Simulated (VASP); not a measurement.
# Co: electric field gradients with PBEsol

Co:

```
Co
1.0
     2.50740    0.00000    0.00000
    -1.25370    2.17147    0.00000
     0.00000    0.00000    4.06990
Co
2
Cartesian
  0.0000 1.4476 1.0175
  1.2537 0.7238 3.0524
```

```json
{
 "Program": "VASP 6.6.1",
 "Task": "electric field gradients",
 "Functional": "PBEsol",
 "Potentials or basis": "VASP PAW PBE potentials, release 64 (Co)",
 "Cutoff": "300 eV",
 "k mesh": "15 × 15 × 8",
 "Occupations": "fermi-dirac, width 0.05 eV",
 "Spin": "collinear spin, ferromagnetic start",
 "Starting moments": "[1.5, 1.5] μB",
 "Further INCAR settings": "ALGO = Normal; EDIFF = 1e-07"
}
```

The band gap on the k mesh is none (metal or under the smearing width). The net moment is 3.27 μB per cell. The site moments are Co +1.66 μB and the valence electrons inside the program's atomic spheres are Co 8.22.

Levels at points of the mesh, in eV from the Fermi level:
Spin up:
```
           k point  band 9  band 10  band 11  band 12  band 13  band 14
(0.00, 0.00, 0.00)   -1.90    -0.84    -0.84    -0.17     6.09    21.79
(0.00, 0.00, 0.50)   -1.14    -1.14    -1.14    -1.14    14.65    14.65
```
Spin down:
| k point | band 3 | band 4 | band 5 | band 6 | band 7 | band 8 | band 9 | band 10 | band 11 | band 12 |
| --- | --- | --- | --- | --- | --- | --- | --- | --- | --- | --- |
| (0.00, 0.00, 0.00) | -0.95 | -0.90 | -0.90 | -0.55 | -0.55 | -0.16 | -0.12 | -0.12 | 1.05 | 1.05 |
| (0.00, 0.00, 0.50) | -1.48 | -1.48 | -0.96 | -0.96 | -0.96 | -0.96 | 0.72 | 0.72 | 0.72 | 0.72 |

Electric field gradients, principal values (V/Å²):
```csv
atom,Vxx,Vyy,Vzz
1 Co,1.211,1.220,-2.432
2 Co,1.211,1.220,-2.432
```

Run time: 20 s on 1 thread of Intel(R) Xeon(R) 6975P-C (Granite Rapids) (shared host), peak memory 0.14 GiB.
